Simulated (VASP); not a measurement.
```
CELL_PARAMETERS angstrom
      0.00000     3.01410     3.01410
      3.01410     0.00000     3.01410
      3.01410     3.01410     0.00000
ATOMIC_POSITIONS crystal
  Al 0.25000 0.25000 0.25000
  Al 0.75000 0.75000 0.75000
  Pt 0.00000 0.00000 0.00000
```

These are PBE GGA, VASP's PBE PAW potentials (set 64) (plane waves; VASP 6.6.1) values and carry that method's errors. Numerical set-up: 400 eV cut-off, 8×8×8 Γ-centred mesh, first-order Methfessel-Paxton smearing of 0.10 eV, potentials Al Pt.

Question: Give the stress tensor in GPa (positive for a compressed cell).

Answer: 
```
-5.00   0.00   0.00
 0.00  -5.00   0.00
 0.00   0.00  -5.00
```
The pressure is its mean diagonal, -5.00 GPa.

The compound is PtAl2 in the fluorite structure. The cell was not relaxed at this level.
